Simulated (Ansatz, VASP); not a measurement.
# Two plane-wave programs on YW

```
CELL_PARAMETERS angstrom
0.00000 2.91174 2.91174
2.91174 0.00000 2.91174
2.91174 2.91174 0.00000
ATOMIC_POSITIONS crystal
Y 0.00000 0.00000 0.00000
W 0.50000 0.50000 0.50000
```

Alike in both runs: functional PBE; k mesh 6 × 6 × 6; occupations gaussian, width 0.1 eV; no spin polarisation.

Ansatz relaxed the structure, and its values are those at the end. VASP's run is a single point on that final structure, the one shown.

```csv
,VASP,Ansatz
version,VASP 6.6.1,Ansatz 0.2.0
potentials or method,"VASP PAW PBE potentials, release 64 (Y_sv, W_sv)","scalar-relativistic, plane waves, PAW"
plane-wave cutoff (eV),520,420
valence electrons in the cell,25,25
```

Ansatz gave:

| Quantity | Value |
| --- | --- |
| gap on the k mesh at the Fermi level (eV) | none |
| pressure (GPa) | -0.2 |

Problem. What did VASP give for the same quantities?

Solution. gap on the k mesh at the Fermi level (eV): none; pressure (GPa): -0.3.

A gap of «none» marks a metal or a gap that the smearing closes. The functional is the same, so the differences come from potentials, cutoffs and numerics.

Spin-orbit coupling is left out, which matters for the levels of W.
